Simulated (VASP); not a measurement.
# AlN: GW quasiparticle gap

Aim: the quasiparticle gap of AlN, and what it costs to get it. The cell is of the wurtzite type, one of the forms listed for this formula. The start is a cell from a database of measured crystal structures.

Program: VASP 6.6.1. Level of theory: PBE; plane waves and PAW (Al_GW, N_GW), in the first sound run; inputs show where later runs differ. Results are calculated unless marked as measured.

This is a report of a sequence of runs, with most program output left out.

The database entry behind the starting cell differs from later determinations by our own check (inner coordinate u about 0.002 short), so it need not match the best structure at ambient conditions.

## (1) Starting point

Symmetry: P6_3mc, No. 186, hexagonal system. The conventional cell has a = 3.113 Å, b = 3.113 Å, c = 4.981 Å, α = 90.00°, β = 90.00°, γ = 120.00°. Nearest to Al lie 4 N at 1.89 Å. N has 4 Al at 1.89 Å nearest. Farther neighbours and most contacts between anions are not listed.

Coordinates:

```
Al N
1.0
     3.11300    0.00000    0.00000
    -1.55650    2.69594    0.00000
     0.00000    0.00000    4.98100
Al N
2 2
Direct
  0.66667 0.33333 0.50000
  0.33333 0.66667 0.00000
  0.66667 0.33333 0.88000
  0.33333 0.66667 0.38000
```

## (2) Empty bands, functional PBE

ALGO = Exact makes the empty bands from the converged ground state in one step. LOPTICS writes the k-derivatives of the orbitals (WAVEDER), which give the long-wavelength limit of the screening.

File INCAR:

```
SYSTEM = AlN
PREC = Accurate
ENCUT = 450
ISMEAR = 0
SIGMA = 0.01
LREAL = .FALSE.
GGA = PE
NBANDS = 128
ALGO = Exact
NELM = 1
LWAVE = .TRUE.
LCHARG = .FALSE.
LOPTICS = .TRUE.
NEDOS = 1000
CSHIFT = 0.1
```

File POSCAR:

```
AlN
1.0
    3.1130000000      0.0000000000      0.0000000000
   -1.5565000000      2.6959370820      0.0000000000
    0.0000000000      0.0000000000      4.9810000000
Al N
2 2
Direct
    0.6666666667      0.3333333333      0.5000000000
    0.3333333333      0.6666666667      0.0000000000
    0.6666666667      0.3333333333      0.8800000000
    0.3333333333      0.6666666667      0.3800000000
```

File KPOINTS:

```
Automatic mesh
0
Gamma
3 3 2
0 0 0
```

PAW data sets: Al_GW and N_GW (PBE family, release 64).

On the command line:

```bash
mpirun -np 8 vasp_std
```

Wall time 4.6 s (8 MPI ranks of AMD EPYC 7R32 (Zen 2), shared host); peak memory 0.88 GiB.

The gap is read on the k-mesh alone, so it is an upper bound where the band edges lie off the mesh.

A gap read on the k-mesh alone can miss the band edges.

This step gave:

* gap on the k-mesh: 4.197 eV
* least direct gap on the k-mesh: 4.197 eV

WAVECAR now holds 128 bands for 16 electrons. Its independent-particle dielectric tensor has xx, yy, zz = 5.8, 5.8, 4.9 on this mesh, which isn't tested for convergence in mesh or bands and lacks local fields.

## (3) G0W0, functional PBE, start PBE

This step: G0W0 on PBE; plane waves and PAW (Al_GW, N_GW) (VASP 6.6.1).

One pass of GW corrects the levels to first order, with G and W from the starting orbitals.

File INCAR:

```
SYSTEM = AlN
PREC = Accurate
ENCUT = 450
ISMEAR = 0
SIGMA = 0.01
LREAL = .FALSE.
GGA = PE
NBANDS = 128
ALGO = EVGW0
NELMGW = 1
ENCUTGW = 120
NOMEGA = 64
PRECFOCK = Fast
NBANDSGW = 16
LWAVE = .FALSE.
LCHARG = .FALSE.
```

POSCAR is that of step 2.

KPOINTS is that of step 2.

On the command line:

```bash
mpirun -np 8 vasp_std
```

It took 8 s on 8 MPI ranks; peak memory 0.92 GiB.

This step gave:

| Quantity | Value |
| --- | --- |
| quasiparticle gap on the mesh | 5.665 eV |
| smallest direct quasiparticle gap on the mesh | 5.665 eV |
| gap of the starting orbitals on the mesh | 4.197 eV |

GW takes the gap from 4.197 to 5.665 eV. The value holds for 128 bands, ENCUTGW = 120 eV and this mesh, and isn't shown to be converged in them.

## (4) Orbitals for another starting point

This step: PBE; plane waves and PAW (Al_GW, N_GW) (VASP 6.6.1).

A hybrid converges faster from good orbitals, so a cheap PBE run writes WAVECAR first.

File INCAR:

```
SYSTEM = AlN
PREC = Accurate
ENCUT = 450
EDIFF = 1E-05
NELM = 100
ISMEAR = 0
SIGMA = 0.01
LREAL = .FALSE.
ALGO = Normal
GGA = PE
NBANDS = 14
LORBIT = 11
LWAVE = .TRUE.
LCHARG = .FALSE.
KPAR = 2
NCORE = 4
```

POSCAR is that of step 3.

KPOINTS is that of step 3.

On the command line:

```bash
mpirun -np 8 vasp_std
```

Elapsed: 1.8 s, on 8 MPI ranks; peak memory 0.68 GiB.

This step gave:

| Quantity | Value |
| --- | --- |
| free energy (TOTEN) | -29.63 eV |
| Fermi energy | 5.215 eV |
| pressure | 1.286 GPa |
| gap on the k-mesh | 4.196 eV |
| least direct gap on the k-mesh | 4.196 eV |

The run ends at a pressure of 1.29 GPa, with forces up to 0.20 eV/Å.

## (5) Another starting point, functional HSE with 0.08 exact exchange

This step: HSE with 0.08 exact exchange; plane waves and PAW (Al_GW, N_GW) (VASP 6.6.1).

To see how much the result owes to its start, the ground state is made again with HSE with 0.08 exact exchange. A small SIGMA keeps every occupation at zero or full.

File INCAR:

```
SYSTEM = AlN
PREC = Accurate
ENCUT = 450
EDIFF = 1E-08
NELM = 100
ISMEAR = 0
SIGMA = 0.01
LREAL = .FALSE.
ALGO = Normal
LHFCALC = .TRUE.
AEXX = 0.08
GGA = PE
LASPH = .TRUE.
NBANDS = 14
PRECFOCK = Fast
LORBIT = 11
LWAVE = .TRUE.
LCHARG = .FALSE.
KPAR = 2
HFSCREEN = 0.2
```

POSCAR is that of step 4.

KPOINTS is that of step 4.

The WAVECAR or CHGCAR of an earlier step is read.

On the command line:

```bash
mpirun -np 8 vasp_std
```

Wall time 15 s (8 MPI ranks); peak memory 1.5 GiB; 91 s of CPU time.

The k-mesh is coarse for exact exchange; levels may shift by about 0.1 eV on a finer one. The PAW data sets were made with PBE, which is usual practice but a small mismatch for other functionals.

Numbers from this step:

```
free energy (TOTEN)            : -31.27 eV
Fermi energy                   : 4.932 eV
gap on the k-mesh              : 4.642 eV
least direct gap on the k-mesh : 4.642 eV
```

## (6) Empty bands, functional HSE with 0.08 exact exchange

File INCAR:

```
SYSTEM = AlN
PREC = Accurate
ENCUT = 450
ISMEAR = 0
SIGMA = 0.01
LREAL = .FALSE.
LHFCALC = .TRUE.
AEXX = 0.08
GGA = PE
LASPH = .TRUE.
NBANDS = 128
PRECFOCK = Fast
HFSCREEN = 0.2
ALGO = Exact
NELM = 1
LWAVE = .TRUE.
LCHARG = .FALSE.
LOPTICS = .TRUE.
NEDOS = 1000
CSHIFT = 0.1
```

POSCAR is that of step 5.

KPOINTS is that of step 5.

The WAVECAR or CHGCAR of an earlier step is read.

On the command line:

```bash
mpirun -np 8 vasp_std
```

Run time: 42 s. Hardware: 8 MPI ranks; peak memory 1.8 GiB.

## (7) G0W0, functional HSE with 0.08 exact exchange, start HSE with 0.08 exact exchange

This step: G0W0 on HSE with 0.08 exact exchange; plane waves and PAW (Al_GW, N_GW) (VASP 6.6.1).

File INCAR:

```
SYSTEM = AlN
PREC = Accurate
ENCUT = 450
ISMEAR = 0
SIGMA = 0.01
LREAL = .FALSE.
LHFCALC = .TRUE.
AEXX = 0.08
GGA = PE
LASPH = .TRUE.
NBANDS = 128
PRECFOCK = Fast
HFSCREEN = 0.2
ALGO = EVGW0
NELMGW = 1
ENCUTGW = 120
NOMEGA = 64
NBANDSGW = 16
LWAVE = .FALSE.
LCHARG = .FALSE.
```

POSCAR is that of step 6.

KPOINTS is that of step 6.

The run starts from files that an earlier step left in the folder.

On the command line:

```bash
mpirun -np 8 vasp_std
```

The job ended after 11 s (8 MPI ranks; peak memory 1.6 GiB).

GW takes the gap from 4.642 to 5.884 eV. That is +219 meV against G0W0 on PBE. The value holds for 128 bands, ENCUTGW = 120 eV and this mesh, and isn't shown to be converged in them.

## (8) Another starting point, functional HSE with 0.16 exact exchange

This step: HSE with 0.16 exact exchange; plane waves and PAW (Al_GW, N_GW) (VASP 6.6.1).

To see how much the result owes to its start, the ground state is made again with HSE with 0.16 exact exchange. A small SIGMA keeps every occupation at zero or full.

File INCAR:

```
SYSTEM = AlN
PREC = Accurate
ENCUT = 450
EDIFF = 1E-08
NELM = 100
ISMEAR = 0
SIGMA = 0.01
LREAL = .FALSE.
ALGO = Normal
LHFCALC = .TRUE.
AEXX = 0.16
GGA = PE
LASPH = .TRUE.
NBANDS = 14
PRECFOCK = Fast
LORBIT = 11
LWAVE = .TRUE.
LCHARG = .FALSE.
KPAR = 2
HFSCREEN = 0.2
```

POSCAR is that of step 7.

KPOINTS is that of step 7.

On the command line:

```bash
mpirun -np 8 vasp_std
```

It took 15 s on 8 MPI ranks; peak memory 1.5 GiB.

## (9) Empty bands, functional HSE with 0.16 exact exchange

File INCAR:

```
SYSTEM = AlN
PREC = Accurate
ENCUT = 450
ISMEAR = 0
SIGMA = 0.01
LREAL = .FALSE.
LHFCALC = .TRUE.
AEXX = 0.16
GGA = PE
LASPH = .TRUE.
NBANDS = 128
PRECFOCK = Fast
HFSCREEN = 0.2
ALGO = Exact
NELM = 1
LWAVE = .TRUE.
LCHARG = .FALSE.
LOPTICS = .TRUE.
NEDOS = 1000
CSHIFT = 0.1
```

POSCAR is that of step 8.

KPOINTS is that of step 8.

The run starts from files that an earlier step left in the folder.

On the command line:

```bash
mpirun -np 8 vasp_std
```

Elapsed: 42 s, on 8 MPI ranks; peak memory 1.8 GiB; 4.4 min of CPU time.

## (10) G0W0, functional HSE with 0.16 exact exchange, start HSE with 0.16 exact exchange

This step: G0W0 on HSE with 0.16 exact exchange; plane waves and PAW (Al_GW, N_GW) (VASP 6.6.1).

File INCAR:

```
SYSTEM = AlN
PREC = Accurate
ENCUT = 450
ISMEAR = 0
SIGMA = 0.01
LREAL = .FALSE.
LHFCALC = .TRUE.
AEXX = 0.16
GGA = PE
LASPH = .TRUE.
NBANDS = 128
PRECFOCK = Fast
HFSCREEN = 0.2
ALGO = EVGW0
NELMGW = 1
ENCUTGW = 120
NOMEGA = 64
NBANDSGW = 16
LWAVE = .FALSE.
LCHARG = .FALSE.
```

POSCAR is that of step 9.

KPOINTS is that of step 9.

The run starts from files that an earlier step left in the folder.

On the command line:

```bash
mpirun -np 8 vasp_std
```

Run time: 12 s. Hardware: 8 MPI ranks; peak memory 1.6 GiB.

GW takes the gap from 5.097 to 6.109 eV. That is +443 meV against G0W0 on PBE. The value holds for 128 bands, ENCUTGW = 120 eV and this mesh, and isn't shown to be converged in them.

## (11) Another starting point, functional HSE with 0.25 exact exchange

This step: HSE with 0.25 exact exchange; plane waves and PAW (Al_GW, N_GW) (VASP 6.6.1).

To see how much the result owes to its start, the ground state is made again with HSE with 0.25 exact exchange. A small SIGMA keeps every occupation at zero or full.

File INCAR:

```
SYSTEM = AlN
PREC = Accurate
ENCUT = 450
EDIFF = 1E-08
NELM = 100
ISMEAR = 0
SIGMA = 0.01
LREAL = .FALSE.
ALGO = Normal
LHFCALC = .TRUE.
AEXX = 0.25
GGA = PE
LASPH = .TRUE.
NBANDS = 14
PRECFOCK = Fast
LORBIT = 11
LWAVE = .TRUE.
LCHARG = .FALSE.
KPAR = 2
HFSCREEN = 0.2
```

POSCAR is that of step 10.

KPOINTS is that of step 10.

On the command line:

```bash
mpirun -np 8 vasp_std
```

Run time: 16 s. Hardware: 8 MPI ranks; peak memory 1.5 GiB; 96 s of CPU time.

## (12) Empty bands, functional HSE with 0.25 exact exchange

The next step needs empty bands that the ground-state run didn't converge, so the Hamiltonian is diagonalised exactly for NBANDS bands, in a single step. LOPTICS writes the k-derivatives of the orbitals (WAVEDER), which give the long-wavelength limit of the screening.

File INCAR:

```
SYSTEM = AlN
PREC = Accurate
ENCUT = 450
ISMEAR = 0
SIGMA = 0.01
LREAL = .FALSE.
LHFCALC = .TRUE.
AEXX = 0.25
GGA = PE
LASPH = .TRUE.
NBANDS = 128
PRECFOCK = Fast
HFSCREEN = 0.2
ALGO = Exact
NELM = 1
LWAVE = .TRUE.
LCHARG = .FALSE.
LOPTICS = .TRUE.
NEDOS = 1000
CSHIFT = 0.1
```

POSCAR is that of step 11.

KPOINTS is that of step 11.

The WAVECAR or CHGCAR of an earlier step is read.

On the command line:

```bash
mpirun -np 8 vasp_std
```

Elapsed: 42 s, on 8 MPI ranks; peak memory 1.8 GiB; 4.4 min of CPU time.

## (13) G0W0, functional HSE with 0.25 exact exchange, start HSE with 0.25 exact exchange

This step: G0W0 on HSE with 0.25 exact exchange; plane waves and PAW (Al_GW, N_GW) (VASP 6.6.1).

G0W0 keeps orbitals and screening fixed and shifts each of the lowest NBANDSGW levels once.

File INCAR:

```
SYSTEM = AlN
PREC = Accurate
ENCUT = 450
ISMEAR = 0
SIGMA = 0.01
LREAL = .FALSE.
LHFCALC = .TRUE.
AEXX = 0.25
GGA = PE
LASPH = .TRUE.
NBANDS = 128
PRECFOCK = Fast
HFSCREEN = 0.2
ALGO = EVGW0
NELMGW = 1
ENCUTGW = 120
NOMEGA = 64
NBANDSGW = 16
LWAVE = .FALSE.
LCHARG = .FALSE.
```

POSCAR is that of step 12.

KPOINTS is that of step 12.

The WAVECAR or CHGCAR of an earlier step is read.

On the command line:

```bash
mpirun -np 8 vasp_std
```

The job ended after 11 s (8 MPI ranks; peak memory 1.6 GiB; 68 s of CPU time).

GW takes the gap from 5.618 to 6.344 eV. That is +679 meV against G0W0 on PBE. The value holds for 128 bands, ENCUTGW = 120 eV and this mesh, and isn't shown to be converged in them.

## (14) Another starting point, functional HSE with 0.33 exact exchange

This step: HSE with 0.33 exact exchange; plane waves and PAW (Al_GW, N_GW) (VASP 6.6.1).

To see how much the result owes to its start, the ground state is made again with HSE with 0.33 exact exchange. A small SIGMA keeps every occupation at zero or full.

File INCAR:

```
SYSTEM = AlN
PREC = Accurate
ENCUT = 450
EDIFF = 1E-08
NELM = 100
ISMEAR = 0
SIGMA = 0.01
LREAL = .FALSE.
ALGO = Normal
LHFCALC = .TRUE.
AEXX = 0.33
GGA = PE
LASPH = .TRUE.
NBANDS = 14
PRECFOCK = Fast
LORBIT = 11
LWAVE = .TRUE.
LCHARG = .FALSE.
KPAR = 2
HFSCREEN = 0.2
```

POSCAR is that of step 13.

KPOINTS is that of step 13.

On the command line:

```bash
mpirun -np 8 vasp_std
```

The job ended after 17 s (8 MPI ranks; peak memory 1.5 GiB).

## (15) Empty bands, functional HSE with 0.33 exact exchange

File INCAR:

```
SYSTEM = AlN
PREC = Accurate
ENCUT = 450
ISMEAR = 0
SIGMA = 0.01
LREAL = .FALSE.
LHFCALC = .TRUE.
AEXX = 0.33
GGA = PE
LASPH = .TRUE.
NBANDS = 128
PRECFOCK = Fast
HFSCREEN = 0.2
ALGO = Exact
NELM = 1
LWAVE = .TRUE.
LCHARG = .FALSE.
LOPTICS = .TRUE.
NEDOS = 1000
CSHIFT = 0.1
```

POSCAR is that of step 14.

KPOINTS is that of step 14.

The run starts from files that an earlier step left in the folder.

On the command line:

```bash
mpirun -np 8 vasp_std
```

The job ended after 42 s (8 MPI ranks; peak memory 1.8 GiB).

## (16) G0W0, functional HSE with 0.33 exact exchange, start HSE with 0.33 exact exchange

This step: G0W0 on HSE with 0.33 exact exchange; plane waves and PAW (Al_GW, N_GW) (VASP 6.6.1).

File INCAR:

```
SYSTEM = AlN
PREC = Accurate
ENCUT = 450
ISMEAR = 0
SIGMA = 0.01
LREAL = .FALSE.
LHFCALC = .TRUE.
AEXX = 0.33
GGA = PE
LASPH = .TRUE.
NBANDS = 128
PRECFOCK = Fast
HFSCREEN = 0.2
ALGO = EVGW0
NELMGW = 1
ENCUTGW = 120
NOMEGA = 64
NBANDSGW = 16
LWAVE = .FALSE.
LCHARG = .FALSE.
```

POSCAR is that of step 15.

KPOINTS is that of step 15.

The run starts from files that an earlier step left in the folder.

On the command line:

```bash
mpirun -np 8 vasp_std
```

The job ended after 11 s (8 MPI ranks; peak memory 1.6 GiB).

GW takes the gap from 6.088 to 6.546 eV. That is +881 meV against G0W0 on PBE. The value holds for 128 bands, ENCUTGW = 120 eV and this mesh, and isn't shown to be converged in them.

## (17) Another starting point, functional HSE with 0.42 exact exchange

This step: HSE with 0.42 exact exchange; plane waves and PAW (Al_GW, N_GW) (VASP 6.6.1).

To see how much the result owes to its start, the ground state is made again with HSE with 0.42 exact exchange. EDIFF is tight for accurate orbitals, and a narrow smearing avoids fractional occupations.

File INCAR:

```
SYSTEM = AlN
PREC = Accurate
ENCUT = 450
EDIFF = 1E-08
NELM = 100
ISMEAR = 0
SIGMA = 0.01
LREAL = .FALSE.
ALGO = Normal
LHFCALC = .TRUE.
AEXX = 0.42
GGA = PE
LASPH = .TRUE.
NBANDS = 14
PRECFOCK = Fast
LORBIT = 11
LWAVE = .TRUE.
LCHARG = .FALSE.
KPAR = 2
HFSCREEN = 0.2
```

POSCAR is that of step 16.

KPOINTS is that of step 16.

On the command line:

```bash
mpirun -np 8 vasp_std
```

The job ended after 17 s (8 MPI ranks; peak memory 1.5 GiB).

## (18) Empty bands, functional HSE with 0.42 exact exchange

File INCAR:

```
SYSTEM = AlN
PREC = Accurate
ENCUT = 450
ISMEAR = 0
SIGMA = 0.01
LREAL = .FALSE.
LHFCALC = .TRUE.
AEXX = 0.42
GGA = PE
LASPH = .TRUE.
NBANDS = 128
PRECFOCK = Fast
HFSCREEN = 0.2
ALGO = Exact
NELM = 1
LWAVE = .TRUE.
LCHARG = .FALSE.
LOPTICS = .TRUE.
NEDOS = 1000
CSHIFT = 0.1
```

POSCAR is that of step 17.

KPOINTS is that of step 17.

The run starts from files that an earlier step left in the folder.

On the command line:

```bash
mpirun -np 8 vasp_std
```

Wall time 42 s (8 MPI ranks); peak memory 1.8 GiB; 4.4 min of CPU time.

[end of part 1 of 2]

[Lines on the potential files, build, host, timing and source positions are cut from VASP's logs without a mark.]

[Logs are printed without paths, hosts, clocks, repeated set-up lines and the standing remarks that a program may print on its own settings, such as how far it seeks lower states.]

[Hosts, paths, dates, database ids (printed as entryN), source tags and the programs' standing remarks are cut or masked in the printed files.]

[Pressures printed for these runs are not shown converged in the cutoff: they can be off by several GPa and have the wrong sign.]
